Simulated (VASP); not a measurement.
Method: PBE GGA, VASP's PBE PAW potentials (set 64) (plane waves; VASP).

The input files of a VASP run:

POSCAR:
```
ZnS
1
    3.8083900000     0.0000000000     0.0000000000
   -1.9041950000     3.2981620000     0.0000000000
    0.0000000000     0.0000000000    24.8909600000
Zn S
8 8
Direct
  0.3333330000   0.6666670000   0.7499100000
  0.6666670000   0.3333330000   0.2499100000
  0.3333330000   0.6666670000   0.1247900000
  0.6666670000   0.3333330000   0.6247900000
  0.0000000000   0.0000000000   0.0000400000
  0.0000000000   0.0000000000   0.5000400000
  0.6666670000   0.3333330000   0.8753200000
  0.3333330000   0.6666670000   0.3753200000
  0.0000000000   0.0000000000   0.5937100000
  0.0000000000   0.0000000000   0.0937100000
  0.6666670000   0.3333330000   0.9689900000
  0.3333330000   0.6666670000   0.4689900000
  0.3333330000   0.6666670000   0.2185000000
  0.6666670000   0.3333330000   0.7185000000
  0.6666670000   0.3333330000   0.3439300000
  0.3333330000   0.6666670000   0.8439300000
```

INCAR:
```
SYSTEM = ZnS
PREC = Accurate
ENCUT = 300
EDIFF = 1E-6
NELM = 100
ALGO = Normal
LREAL = Auto
LASPH = .TRUE.
ISMEAR = 0
SIGMA = 0.01
GGA = PE
LMAXMIX = 4
LWAVE = .FALSE.
LCHARG = .FALSE.
ISIF = 2
```

File KPOINTS:
```
Automatic mesh
0
Gamma
5 5 1
0.5 0.5 0.5
```

POTCAR, in this order: Zn S (PBE.64 set). Program: vasp_std.

The run wrote:

### OSZICAR
```
       N       E                     dE             d eps       ncg     rms          rms(c)
DAV:   1     0.102023759231E+04    0.10202E+04   -0.47053E+04  1548   0.138E+03
DAV:   2     0.988681257211E+02   -0.92137E+03   -0.88262E+03  1548   0.366E+02
DAV:   3    -0.502464781845E+02   -0.14911E+03   -0.14592E+03  1750   0.139E+02
DAV:   4    -0.579542183065E+02   -0.77077E+01   -0.76700E+01  1778   0.330E+01
DAV:   5    -0.581175630321E+02   -0.16334E+00   -0.16308E+00  1784   0.480E+00    0.207E+01
DAV:   6    -0.545931368400E+02    0.35244E+01   -0.70609E+00  2268   0.417E+01    0.155E+01
DAV:   7    -0.551180140067E+02   -0.52488E+00   -0.13556E+01  1752   0.999E+00    0.530E+00
DAV:   8    -0.547553735542E+02    0.36264E+00   -0.11584E+00  1888   0.698E+00    0.212E+00
DAV:   9    -0.547225786787E+02    0.32795E-01   -0.43561E-01  1960   0.360E+00    0.625E-01
DAV:  10    -0.547225795246E+02   -0.84595E-06   -0.16388E-02  1856   0.160E+00    0.520E-01
DAV:  11    -0.547228363925E+02   -0.25687E-03   -0.24006E-03  1768   0.209E-01    0.499E-01
DAV:  12    -0.547262238505E+02   -0.33875E-02   -0.10043E-02  2168   0.904E-01    0.317E-01
DAV:  13    -0.547242112520E+02    0.20126E-02   -0.42652E-03  1912   0.738E-01    0.307E-01
DAV:  14    -0.547238170511E+02    0.39420E-03   -0.12019E-03  1984   0.259E-01    0.170E-01
DAV:  15    -0.547238296639E+02   -0.12613E-04   -0.23741E-04  1744   0.707E-02    0.148E-01
DAV:  16    -0.547238279496E+02    0.17143E-05   -0.27216E-06  1112   0.759E-03    0.147E-01
DAV:  17    -0.547238040334E+02    0.23916E-04   -0.24636E-06  1072   0.223E-02    0.140E-01
DAV:  18    -0.547236206585E+02    0.18337E-03   -0.59517E-04  2128   0.231E-01    0.354E-02
DAV:  19    -0.547236374136E+02   -0.16755E-04   -0.14175E-04  1752   0.539E-02    0.250E-02
DAV:  20    -0.547236372717E+02    0.14190E-06   -0.31343E-06  1264   0.936E-03
   1 F= -.54723637E+02 E0= -.54723637E+02  d E =-.204602E-31
```

OUTCAR:
```
------------------------ aborting loop because EDIFF is reached ----------------------------------------
  FORCE on cell =-STRESS in cart. coord.  units (eV):
  Direction    XX          YY          ZZ          XY          YZ          ZX
  --------------------------------------------------------------------------------------
  Total        4.2953301      4.2953288      4.4425607      0.0000000      0.0000000      0.0000000
  in kB       22.0116237     22.0116172     22.7661141      0.0000000      0.0000000      0.0000000
  external PRESSURE =      22.2631183 kB  Pullay stress =       0.0000000 kB
  volume of cell :      312.65
      direct lattice vectors                 reciprocal lattice vectors
     3.808390000  0.000000000  0.000000000     0.262578150  0.151599588  0.000000000
    -1.904195000  3.298162000  0.000000000     0.000000000  0.303199176  0.000000000
     0.000000000  0.000000000 24.890960000     0.000000000  0.000000000  0.040175228
  FREE ENERGIE OF THE ION-ELECTRON SYSTEM (eV)
  ---------------------------------------------------
  free  energy   TOTEN  =       -54.7236372717 eV

  energy  without entropy=      -54.7236372717  energy(sigma->0) =      -54.72363727
```
(Selected blocks of OUTCAR.)

At this cut-off the stress carries a Pulay error, which pulls relaxed volumes low.

The structure comes from a computed database's ZnS entry; how it stands against other phases isn't given here. The cell was not relaxed at this level.
